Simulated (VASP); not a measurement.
Calculation: LDA (Ceperley-Alder, Perdew-Zunger), VASP's LDA PAW potentials (set 64) (plane waves; VASP).

VASP input:

File KPOINTS:
```
K-points
0
gamma
 3 2 1
0 0 0
```

INCAR:
```
# general
SYSTEM =SnTe
PREC   =Accurate
ENCUT  =300   # plane-wave cut-off (eV)
LREAL  =Auto   # projection in real space or not
LASPH  =.TRUE.

# electronic loop
EDIFF  =1E-6   # SCF stop (eV)
NELM   =100   # most electronic steps
ALGO   =Normal
LMAXMIX=4   # l cut-off of mixed one-centre charges

# smearing
ISMEAR =-1
SIGMA  =0.05   # width (eV)

# ions
ISIF   =2

# output
LWAVE  =.FALSE.
LCHARG =.FALSE.

# other
LDIPOL =.TRUE.
IDIPOL =3
DIPOL  =0.5 0.5 0.5
```

**POSCAR**
```
SnTe
1.0
  6.3518780000   0.0000000000   0.0000000000
  0.0000000000   8.9829120000   0.0000000000
  0.0000000000   0.0000000000  20.7581000000
Sn Te
8 8
Cart
  0.0000000000   5.6143200000   9.2526947359
  3.1759390000   3.3685920000   7.0000049658
  3.1759390000   7.8600480000   7.0000049658
  0.0000000000   1.1228640000   9.2526947359
  0.0000000000   1.1228640000  13.7580950342
  3.1759390000   7.8600480000  11.5054052641
  3.1759390000   3.3685920000  11.5054052641
  0.0000000000   5.6143200000  13.7580950342
  0.0000000000   7.8600480000   7.0000049658
  3.1759390000   1.1228640000   9.2526947359
  3.1759390000   5.6143200000   9.2526947359
  0.0000000000   3.3685920000   7.0000049658
  0.0000000000   3.3685920000  11.5054052641
  3.1759390000   5.6143200000  13.7580950342
  3.1759390000   1.1228640000  13.7580950342
  0.0000000000   7.8600480000  11.5054052641
```

POTCAR, in this order: Sn_d Te (LDA.64 set). Program: vasp_std.

Output of the run:

OSZICAR:
```
       N       E                     dE             d eps       ncg     rms          rms(c)
DAV:   1     0.116201598131E+04    0.11620E+04   -0.54891E+04   936   0.105E+03
DAV:   2     0.702587031315E+02   -0.10918E+04   -0.10648E+04   872   0.297E+02
DAV:   3    -0.611155452828E+02   -0.13137E+03   -0.12902E+03   904   0.127E+02
DAV:   4    -0.678916600885E+02   -0.67761E+01   -0.67342E+01   888   0.299E+01
DAV:   5    -0.681892578027E+02   -0.29760E+00   -0.29734E+00  1056   0.570E+00    0.113E+01
DAV:   6    -0.668350128798E+02    0.13542E+01   -0.20968E+00   944   0.464E+00    0.776E+00
DAV:   7    -0.667679072019E+02    0.67106E-01   -0.12108E+00  1024   0.252E+00    0.156E+00
DAV:   8    -0.667237556840E+02    0.44152E-01   -0.23455E-01   896   0.162E+00    0.139E+00
DAV:   9    -0.667251925983E+02   -0.14369E-02   -0.25959E-02   920   0.473E-01    0.294E-01
DAV:  10    -0.667242600018E+02    0.93260E-03   -0.64509E-03   920   0.280E-01    0.116E-01
DAV:  11    -0.667256659484E+02   -0.14059E-02   -0.22180E-03  1008   0.945E-02    0.137E-01
DAV:  12    -0.667266031273E+02   -0.93718E-03   -0.40679E-04   760   0.468E-02    0.330E-02
DAV:  13    -0.667270111998E+02   -0.40807E-03   -0.10674E-04   712   0.182E-02    0.522E-02
DAV:  14    -0.667273928477E+02   -0.38165E-03   -0.97724E-05   752   0.175E-02    0.176E-02
DAV:  15    -0.667276855269E+02   -0.29268E-03   -0.68937E-05   664   0.108E-02    0.319E-02
DAV:  16    -0.667277838911E+02   -0.98364E-04   -0.81011E-06   712   0.736E-03    0.687E-03
DAV:  17    -0.667280032229E+02   -0.21933E-03   -0.11860E-05   608   0.474E-03    0.579E-03
DAV:  18    -0.667280746093E+02   -0.71386E-04   -0.37163E-06   600   0.331E-03    0.485E-03
DAV:  19    -0.667281615660E+02   -0.86957E-04   -0.45783E-06   560   0.305E-03    0.531E-03
DAV:  20    -0.667281772795E+02   -0.15714E-04   -0.58984E-07   560   0.167E-03    0.243E-03
DAV:  21    -0.667281805762E+02   -0.32967E-05   -0.10910E-07   512   0.905E-04    0.708E-04
DAV:  22    -0.667281848823E+02   -0.43061E-05   -0.15407E-07   488   0.673E-04    0.444E-04
DAV:  23    -0.667281856400E+02   -0.75774E-06   -0.36687E-08   496   0.372E-04
   1 F= -.66728186E+02 E0= -.66727423E+02  d E =-.152461E-02
```

### OUTCAR
```
------------------------ aborting loop because EDIFF is reached ----------------------------------------
  FORCE on cell =-STRESS in cart. coord.  units (eV):
  Direction    XX          YY          ZZ          XY          YZ          ZX
  --------------------------------------------------------------------------------------
  Total      -14.0203403    -14.7494313    -14.8450843     -0.0000000     -0.0000000      0.0000000
  in kB      -18.9654104    -19.9516568    -20.0810472     -0.0000000     -0.0000000      0.0000000
  external PRESSURE =     -19.6660381 kB  Pullay stress =       0.0000000 kB
  volume of cell :     1184.42
      direct lattice vectors                 reciprocal lattice vectors
     6.351878000  0.000000000  0.000000000     0.157433754  0.000000000  0.000000000
     0.000000000  8.982912000  0.000000000     0.000000000  0.111322475  0.000000000
     0.000000000  0.000000000 20.758100000     0.000000000  0.000000000  0.048173966
 POSITION                                       TOTAL-FORCE (eV/Angst)
 -----------------------------------------------------------------------------------
      0.00000      5.61432      9.25269         0.000000      0.000000     -0.992470
      3.17594      3.36859      7.00000        -0.000000     -0.000000      0.994430
      3.17594      7.86005      7.00000        -0.000000      0.000000      0.994430
      0.00000      1.12286      9.25269         0.000000     -0.000000     -0.992470
      0.00000      1.12286     13.75810         0.000000      0.000000     -0.994430
      3.17594      7.86005     11.50541         0.000000      0.000000      0.992470
      3.17594      3.36859     11.50541         0.000000      0.000000      0.992470
      0.00000      5.61432     13.75810         0.000000     -0.000000     -0.994430
      0.00000      7.86005      7.00000         0.000000     -0.000000      0.641446
      3.17594      1.12286      9.25269         0.000000     -0.000000     -0.769942
      3.17594      5.61432      9.25269         0.000000     -0.000000     -0.769942
      0.00000      3.36859      7.00000        -0.000000     -0.000000      0.641446
      0.00000      3.36859     11.50541         0.000000      0.000000      0.769942
      3.17594      5.61432     13.75810         0.000000     -0.000000     -0.641446
      3.17594      1.12286     13.75810        -0.000000     -0.000000     -0.641446
      0.00000      7.86005     11.50541         0.000000      0.000000      0.769942
 -----------------------------------------------------------------------------------
    total drift:                                0.000000      0.000000      0.000000
  FREE ENERGIE OF THE ION-ELECTRON SYSTEM (eV)
  ---------------------------------------------------
  free  energy   TOTEN  =       -66.7281856400 eV

  energy  without entropy=      -66.7266610341  energy(sigma->0) =      -66.72742334
```
(Selected blocks of OUTCAR.)

At this cut-off the stress carries a Pulay error, which pulls relaxed volumes low. The cell holds a wide vacuum, so values per volume refer to the whole cell.

The cell is a sheet with vacuum, built from a database entry that may be metastable or hypothetical.
